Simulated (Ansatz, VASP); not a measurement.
## ZnO (ZnO (P6_3mc)) in two plane-wave programs

Aim: how closely do two programs agree when they are given the same cell, functional and k mesh? The structure shown is the start of the Ansatz relaxation below; VASP solves that cell, so the two are compared at the walk's first step.

Main program and level: Ansatz 0.2.0; plane waves, with VASP 6.6.1 beside it; single point at HSE06.

**1. The structure**

Symmetry: P6_3mc, No. 186, hexagonal system. Conventional cell: a = 3.230 Å, b = 3.230 Å, c = 5.214 Å, α = 90.00°, β = 90.00°, γ = 120.00°. Zn has 4 O at 1.97 to 1.98 Å nearest. Nearest to O lie 4 Zn at 1.97 to 1.98 Å. Farther neighbours and most contacts between anions are not listed.

As a file:

```cif
data_structure
_symmetry_space_group_name_H-M 'P6_3mc'
_symmetry_Int_Tables_number 186
_cell_length_a 3.2305
_cell_length_b 3.2305
_cell_length_c 5.2140
_cell_angle_alpha 90.000
_cell_angle_beta 90.000
_cell_angle_gamma 120.000
_cell_volume 47.12
loop_
_atom_site_label
_atom_site_type_symbol
_atom_site_symmetry_multiplicity
_atom_site_Wyckoff_symbol
_atom_site_fract_x
_atom_site_fract_y
_atom_site_fract_z
_atom_site_occupancy
Zn1 Zn 2 b 0.66667 0.33333 0.50057 1
O1 O 2 b 0.66667 0.33333 0.87974 1
```

**2. Ansatz: relaxation, HSE06**

Ansatz runs on its default PAW (the set named soft_2) files.

The two programs are compared at the cell with which this relaxation starts, whose forces are those of its first step.

Contents of input.yaml:

```yaml
crystal:
  lattice:
    - [-4.845691425, 2.79766125, 5.21404405]
    - [4.845691425, -2.79766125, 5.21404405]
    - [1.615230475, 2.79766125, -5.21404405]
  atoms:
    - { symbol: Zn, position: [0.416988, 0.083655, 0.0] }
    - { symbol: Zn, position: [0.416988, 0.583655, 0.5] }
    - { symbol: Zn, position: [0.916988, 0.083655, 0.5] }
    - { symbol: Zn, position: [0.916988, 0.583655, 0.0] }
    - { symbol: Zn, position: [0.333655, 0.166988, 0.5] }
    - { symbol: Zn, position: [0.333655, 0.666988, 0.0] }
    - { symbol: Zn, position: [0.833655, 0.166988, 0.0] }
    - { symbol: Zn, position: [0.833655, 0.666988, 0.5] }
    - { symbol: O, position: [0.1065, 0.273167, 0.5] }
    - { symbol: O, position: [0.1065, 0.773167, 0.0] }
    - { symbol: O, position: [0.6065, 0.273167, 0.0] }
    - { symbol: O, position: [0.6065, 0.773167, 0.5] }
    - { symbol: O, position: [0.023167, 0.3565, 0.0] }
    - { symbol: O, position: [0.023167, 0.8565, 0.5] }
    - { symbol: O, position: [0.523167, 0.3565, 0.5] }
    - { symbol: O, position: [0.523167, 0.8565, 0.0] }
basis:
  ecutwfc: 420.0
  ecutrho_ratio: 4
  xc_grid: 2
  fft_grid_basis: typed
  precision: f64
kpoints:
  mp_grid: { grid: [2, 2, 2] }
hamiltonian:
  xc: hse06
  pseudopotentials: { kind: paw }
scf:
  max_iter: 80
  occupations: { method: fixed }
relax:
  f_tol: 0.03
  max_steps: 45
output:
  forces: true
checkpoint:
  write: "../host.hrelax.run"
  compress: false
  write_wavefunctions: true
  write_every: 100000
```

Run with:

```bash
> ansatz run input.yaml --threads 32 --pin off --max-ram 84787MiB --backend cuda --events-out ev --progress --plain --runs-dir out --max-vram 78GiB
```

Numbers of over 12 decimals in the logs are rounded to 6 here.

Log:

```text
Engine: ansatz 0.2.0, aarch64-unknown-linux-gnu
Pseudopotentials: kind: paw
Pseudopotential: Zn, paw, valence charge 12, recommended cutoff 420 eV (normal), Zn.paw.azcp
Pseudopotential: O, paw, valence charge 6, recommended cutoff 420 eV (normal), O.paw.azcp
Functional definition: HSE06
  parameter a = 0.25
  parameter omega = 0.11/bohr
  exchange = pbe_x - a*pbe_x_sr(omega) + a*exact_x_sr(omega)
  correlation = pbe_c
davidson cushion auto → on  (no smearing: the cushion is to keep the highest requested band from converging to the state above it; pin scf.eigensolver.cushion to override)
device memory: the entry about to start is reckoned to put 6.9 GiB on a device that reports 183.5 GiB free (of which the cap on the GPU budget leaves the run 78.0 GiB)
GPU FFT provider: cuFFT
GPU libraries: cuBLAS 13.8.1, cuFFT 12.4.0, cuSOLVER 12.3.2
Crystal: 16 atoms, lattice volume = 188.493 Å³
Basis set: ecut = 420 eV, 3705 PW (Γ), exchange–correlation on 108×108×90 points (8 copies of the dense FFT grid, shifted against one another)
Bands: 88, of which v1, the nominal top of the filled ones, is band 72 counted from 1 (71 counted from 0)
Symmetry: 16 space group operations
Space group: P63mc (ITA 186), of the structure as read, at distance tolerance 5.7e-5 Å
k-points: 5 of 8
Non-local potential: Zn, projectors of the file, l = 0: 2, l = 1: 2, l = 2: 3, l = 3: 1
Non-local potential: O, projectors of the file, l = 0: 2, l = 1: 2, l = 2: 1
PAW form: soft (Blöchl's): semilocal exchange-correlation on the pseudo side does not see the compensation charge
PAW frozen core: Zn, regenerated for the run's functional, and the local potential with it (the file was generated under x = pbe(κ = 0.804, μ = 0.219515), c = pbe(β = 0.066725))
PAW frozen core: O, regenerated for the run's functional, and the local potential with it (the file was generated under x = pbe(κ = 0.804, μ = 0.219515), c = pbe(β = 0.066725))
PAW one-centre angular grid: Zn, 590 points (default); XC on 64 Gauss nodes
PAW one-centre angular grid: O, 110 points (default); XC on 96 Gauss nodes
Initial density: superposition of atomic densities (neutral atoms: chi_scale 0, normalization atom), corrected by the library's trained network
Initial wavefunctions: pseudopotential atomic-orbital guess
GPU buffer pool allocated for 131220 grid points (all kernels)
GPU transforms: local potential and band sums: pruned to the plane-wave sphere, on 54×54×45
Functional: x = pbe(κ = 0.804, μ = 0.219515), c = pbe(β = 0.066725), warm-up for x = pbe(κ = 0.804, μ = 0.219515) + 0.25 (exact − pbe) at short range (hse, ω = 0.207870 Å⁻¹), c = pbe(β = 0.066725); HSE06 as pw.x's `hse` composes it (authors' and Libxc's form: `xc: wpbeh`)
SCF iter   1: F=—  HF=-31094.515736 eV  |Δ(HF+E_count)|=         —  Δρ=2.81e-3  dr2=7.99e-3  Hψ=2151
preconditioner: auto → none  [insulator: Δε(μ)=0.830 eV  Ē_g=12.775 eV  n_scr=58 (ndim 8)  ℏωp=32.5 eV  f_vac=0.035]
SCF iter   2: F=—  HF=-31094.516617 eV  |Δ(HF+E_count)|=   8.80e-4  Δρ=1.27e-3  dr2=1.44e-3  Hψ=1724
iter 3 solved again at ethr=5.46e-8 eV; its pass at ethr=9.98e-7 eV (dr2=7.86e-5 eV) is discarded
SCF iter   3: F=—  HF=-31094.515954 eV  |Δ(HF+E_count)|=   6.63e-4  Δρ=3.33e-4  dr2=7.80e-5  Hψ=2394
SCF iter   4: F=—  HF=-31094.516213 eV  |Δ(HF+E_count)|=   2.59e-4  Δρ=1.87e-4  dr2=5.80e-5  Hψ=1344
SCF iter   5: F=—  HF=-31094.516221 eV  |Δ(HF+E_count)|=   7.97e-6  Δρ=2.69e-5  dr2=7.63e-7  Hψ=1139
SCF iter   6: F=-31094.516221 eV  HF=-31094.516221 eV  |Δ(HF+E_count)|=   1.24e-7  Δρ=1.03e-5  dr2=6.91e-8  Hψ=1467
SCF 1 converged in 6 iterations: F = -31094.516221 eV  dr2 = 6.91e-8
  greatest PAW one-centre occupation: 0.987 electrons in one spin orbital (limit 2), on the Zn atom at site 3 (counted from 0), in its partial waves of l = 2
device memory: the entry about to start is reckoned to put 7.7 GiB (of the 7.8 GiB reckoned in all, the device holds 0.1 GiB already) on a device that reports 183.3 GiB free (of which the cap on the GPU budget leaves the run 77.9 GiB)
GPU FFT provider: cuFFT
GPU libraries: cuBLAS 13.8.1, cuFFT 12.4.0, cuSOLVER 12.3.2
Initial density: handed on by an earlier stage of this run
Initial wavefunctions: those handed on with the density
GPU buffer pool allocated for 131220 grid points (all kernels)
GPU transforms: local potential and band sums: pruned to the plane-wave sphere, on 54×54×45
Functional: x = pbe(κ = 0.804, μ = 0.219515) + 0.25 (exact − pbe) at short range (hse, ω = 0.207870 Å⁻¹), c = pbe(β = 0.066725); HSE06 as pw.x's `hse` composes it (authors' and Libxc's form: `xc: wpbeh`)
Exchange kernel: α = 0.2500, screened, ω = 0.2079 Å⁻¹, Wigner–Seitz truncation, v(0) = 974.4626 eV·Å³, q-mesh 2×2×2, nearest image of the exchange supercell L = 12.27 Å, pair-density grid 36×40×36, without the augmentation charges, whose exchange is taken in its separable form by FFT convolution over the k-point mesh (the finest that the files' search goes to), smooth part of the exact exchange by density-matrix conv
Frozen-core exchange: fock
iter 1 solved again at ethr=3.74e-4 eV; its pass at ethr=1.00e-1 eV (dr2=5.38e-1 eV) is discarded
SCF iter   1: F=—  HF=-31093.732408 eV  |Δ(HF+E_count)|=         —  Δρ=2.63e-2  dr2=7.09e-1  Hψ=2260
preconditioner: auto → none  [insulator: Δε(μ)=2.644 eV  Ē_g=15.767 eV  n_scr=58 (ndim 8)  ℏωp=32.5 eV  f_vac=0.036]
SCF iter   2: F=—  HF=-31093.508868 eV  |Δ(HF+E_count)|=   2.24e-1  Δρ=4.46e-3  dr2=2.78e-2  Hψ=1386
SCF iter   3: F=—  HF=-31093.569410 eV  |Δ(HF+E_count)|=   6.05e-2  Δρ=5.86e-3  dr2=3.15e-2  Hψ=1715
SCF iter   4: F=—  HF=-31093.564209 eV  |Δ(HF+E_count)|=   5.20e-3  Δρ=2.39e-3  dr2=6.90e-3  Hψ=970
SCF iter   5: F=—  HF=-31093.564110 eV  |Δ(HF+E_count)|=   9.88e-5  Δρ=7.55e-4  dr2=1.12e-3  Hψ=1218
SCF iter   6: F=—  HF=-31093.569011 eV  |Δ(HF+E_count)|=   4.90e-3  Δρ=6.74e-4  dr2=4.65e-4  Hψ=1681
SCF iter   7: F=-31093.568706 eV  HF=-31093.568707 eV  |Δ(HF+E_count)|=   3.04e-4  Δρ=5.57e-5  dr2=1.43e-5  Hψ=1361
SCF 2 stopped early in 7 iterations: F = -31093.568706 eV  dr2 = 1.43e-5
  Residual-converged pass: ⟨swp⟩=4.0  Hψ=1255  notcnv=0  max |occ|·‖R‖ = 6.3e-6 eV (tolerance 6.7e-6 eV)  dr2=1.42e-5  dr2_onsite=1.40e-6  max |Δocc| = 0.0e0
  greatest PAW one-centre occupation: 0.989 electrons in one spin orbital (limit 2), on the Zn atom at site 3 (counted from 0), in its partial waves of l = 2
hybrid outer 1: dexx = +9.444e-2 eV, tail = 3.68e-4 eV
GPU FFT provider: cuFFT
GPU libraries: cuBLAS 13.8.1, cuFFT 12.4.0, cuSOLVER 12.3.2
GPU buffer pool allocated for 131220 grid points (all kernels)
GPU transforms: local potential and band sums: pruned to the plane-wave sphere, on 54×54×45
Exchange kernel: α = 0.2500, screened, ω = 0.2079 Å⁻¹, Wigner–Seitz truncation, v(0) = 974.4626 eV·Å³, q-mesh 2×2×2, nearest image of the exchange supercell L = 12.27 Å, pair-density grid 36×40×36, without the augmentation charges, whose exchange is taken in its separable form by FFT convolution over the k-point mesh (the finest that the files' search goes to), smooth part of the exact exchange by density-matrix conv
Frozen-core exchange: fock
SCF iter   1: F=—  HF=-31093.563673 eV  |Δ(HF+E_count)|=         —  Δρ=1.14e-4  dr2=2.13e-5  Hψ=1041
preconditioner: auto → none  [insulator: Δε(μ)=2.553 eV  Ē_g=15.518 eV  n_scr=58 (ndim 8)  ℏωp=32.5 eV  f_vac=0.046]
SCF iter   2: F=—  HF=-31093.563680 eV  |Δ(HF+E_count)|=   7.09e-6  Δρ=2.83e-5  dr2=1.35e-6  Hψ=1655
SCF iter   3: F=—  HF=-31093.563686 eV  |Δ(HF+E_count)|=   5.82e-6  Δρ=1.70e-5  dr2=4.47e-7  Hψ=1455
SCF iter   4: F=-31093.563686 eV  HF=-31093.563686 eV  |Δ(HF+E_count)|=   9.47e-8  Δρ=3.39e-6  dr2=2.69e-8  Hψ=1261
SCF 3 converged in 4 iterations: F = -31093.563686 eV  dr2 = 2.69e-8
  Residual-converged pass: ⟨swp⟩=3.0  Hψ=978  notcnv=0  max |occ|·‖R‖ = 5.7e-6 eV (tolerance 6.7e-6 eV)  dr2=2.66e-8  dr2_onsite=6.16e-9  max |Δocc| = 0.0e0
hybrid outer 2: dexx = +5.959e-6 eV, tail = 1.90e-7 eV, Δε = 4.45e-3 eV (about 1.31e-4 eV left of the loop's levels), ΔF = 8.05e-4 eV/Å (tail 2.74e-4)
relax step   1: F+E_penalty+E_count = -31093.56368542 eV  Δ(F+E_penalty+E_count) = +0.000e0 eV  max|allowed force component| = 1.088e-2 eV/Å  Δτ_max = 0.0000 Å  (17 SCF iters, accepted)
hybrid SCF converged: 2 outer / 11 inner (+6 warm-up), last move |dexx| = 5.96e-6 eV, tail = 1.90e-7 eV
Stability not checked: this state was not tested for a lower state beside it, because the functional holds exact exchange (a hybrid, or Hartree-Fock), whose exchange loop this test does not read (fock_operator; see scf.lower_state_search)
Free energy (F): -31093.563685 eV
Frozen-core exchange: fock
Harris-Foulkes:  -31093.563685 eV  (|F-HF|=1.57e-8)
Internal energy: -31093.563685 eV  (E = F + TS)
E sigma→0 (E₀):  -31093.563685 eV
Fermi energy:    6.090508 eV
--- Per-component energies (eV) ---
  E_band       = -15.251068
  E_kinetic    = 2455.245373
  E_local      = -16036.229161  (includes V_loc(G=0)·N_el)
  E_nonlocal   = 5367.184238
  E_hartree    = 6636.909943
  E_xc         = -1336.623447
  E_vxc        = -923.451565  (∫ρ·V_xc dr)
  E_exx        = -491.238925  (= α·E_x^exact, valence–valence)
  E_paw        = -15802.863566  (= ΣΔE_a)
  E_vpaw       = -3169.363617  (= ΣTr[D̂ρ^β])
  E_aug_tail   = 0.016680  (compensation charges beyond the density's cutoff)
  E_ewald      = -11890.876904
  E_core_change = 4.912055  (= ΣΔE_core)
  E_smearing   = -0.000000  (= −TS)
  E_closure    = 0.000029  (closes the sum)
  Σ components = -31093.563685   (vs F -31093.563685, Δ=0.00e0)
--- Forces (eV/Å), atoms counted from 1 ---
  atom   1  Zn    -0.00039783     0.00022969    -0.01089636
  atom   2  Zn    -0.00039783     0.00022969    -0.01089636
  atom   3  Zn    -0.00039783     0.00022969    -0.01089636
  atom   4  Zn    -0.00039783     0.00022969    -0.01089636
  atom   5  Zn     0.00039783    -0.00022969    -0.01089636
  atom   6  Zn     0.00039783    -0.00022969    -0.01089636
  [... 10 more lines of this table ...]
  max |Σ_I F_I| component: 3.23e-4 eV/Å
--- Band table (eV; the first three rows and the last of 5) ---
  k-point 0: bands = ["-13.4384", "-12.7131", "-12.6782", "-12.5874", "-12.5874", "-12.5874", "-12.5874", "-12.4807", "-0.7538", "-0.7538", "-0.7538", "-0.7538", "-0.7128", "-0.6387", "-0.6386", "-0.6
  k-point 1: bands = ["-12.8334", "-12.8334", "-12.8334", "-12.8334", "-12.7242", "-12.7242", "-12.4752", "-12.4752", "-0.7580", "-0.7580", "-0.7580", "-0.7580", "-0.6163", "-0.6163", "-0.3790", "-0.3
  k-point 2: bands = ["-13.0338", "-13.0338", "-12.6833", "-12.6833", "-12.6328", "-12.6328", "-12.5069", "-12.5069", "-0.7751", "-0.7751", "-0.5852", "-0.5852", "-0.5748", "-0.5748", "-0.4875", "-0.4
  k-point 4: bands = ["-13.0680", "-13.0680", "-12.7131", "-12.7131", "-12.5875", "-12.5875", "-12.4807", "-12.4807", "-0.7538", "-0.7538", "-0.7127", "-0.7127", "-0.6639", "-0.6639", "-0.5648", "-0.5
  guard bands above this table: 8 of the run's 88 bands. The solve was not asked for them (output.publish_guard_bands: true or output.eigenvalues: true publishes all)
--- Relaxed structure (1 steps of the walk, 1 accepted, 0 SCFs on fresh bases) ---
  F+E_penalty+E_count = -31093.56368542 eV   max|allowed force component| = 1.088e-2 eV/Å
  atoms:
    - { symbol: Zn, position: [0.416988, 0.083655, 0.0] }
    - { symbol: Zn, position: [0.416988, 0.583655, 0.5] }
    - { symbol: Zn, position: [0.916988, 0.083655, 0.5] }
    - { symbol: Zn, position: [0.916988, 0.583655, 2.7755575615628914e-17] }
    - { symbol: Zn, position: [0.333655, 0.166988, 0.5] }
    - { symbol: Zn, position: [0.333655, 0.666988, 2.7755575615628914e-17] }
  [... 10 more lines of this table ...]
```

The column dr2 measures how far the density is from self-consistency, as an energy; F and HF (Harris–Foulkes) agree once it is small.

(Continued in part 2 of 2.)

[Lines on the potential files, build, host, timing and source positions are cut from VASP's logs without a mark.]

[Logs are printed without paths, hosts, clocks, repeated set-up lines and the standing remarks that a program may print on its own settings, such as how far it seeks lower states.]

[Hosts, paths, dates, database ids (printed as entryN), source tags and the programs' standing remarks are cut or masked in the printed files.]
